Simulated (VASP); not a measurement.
These are LDA (Ceperley-Alder, Perdew-Zunger), VASP's LDA PAW potentials (set 64) (plane waves; VASP 6.6.1) values and carry that method's errors.

VASP ran on this input.

### INCAR
```
# general
SYSTEM   =  Ba2NF
PREC     =  Accurate
ENCUT    =  520
LREAL    =  .FALSE.
LASPH    =  .TRUE.

# electronic loop
EDIFF    =  1E-6
NELM     =  100
ALGO     =  Normal
LMAXMIX  =  4

# smearing
ISMEAR   =  0
SIGMA    =  0.05

# ions
IBRION   =  2
NSW      =  60
ISIF     =  3
EDIFFG   =  -0.02

# output
LWAVE    =  .FALSE.
LCHARG   =  .FALSE.
```

### KPOINTS
```
Automatic mesh
0
Gamma
6 6 6
0 0 0
```

POSCAR:
```
Ba2NF
1
    1.9645167387     1.1342138223     6.5589567190
   -1.9645167387     1.1342138223     6.5589567190
    0.0000000000    -2.2684286043     6.5589567160
Ba N F
2 1 1
Direct
  0.7567042549   0.7567042549   0.7567042549
  0.2432957451   0.2432957451   0.2432957451
  0.5000000000   0.5000000000   0.5000000000
  0.0000000000   0.0000000000   0.0000000000
```

POTCAR, in this order: Ba_sv N F (LDA.64 set). Program: vasp_std.

Question: What will the output report for the number of irreducible k-points (NKPTS), number of bands (NBANDS), largest plane-wave count, number of space-group operations, FFT grid (NGX, NGY, NGZ)?

Answer: 
- number of irreducible k-points (NKPTS) = 32
- number of bands (NBANDS) = 20
- largest plane-wave count = 2403
- number of space-group operations = 12
- FFT grid (NGX, NGY, NGZ) = 54 × 54 × 54

The structure comes from a computed database's Ba2NF entry (R-3m); how it stands against other phases isn't given here. This run relaxes it. Symmetry was kept, so distortions that lower it aren't found. The start is the result of an earlier pass.
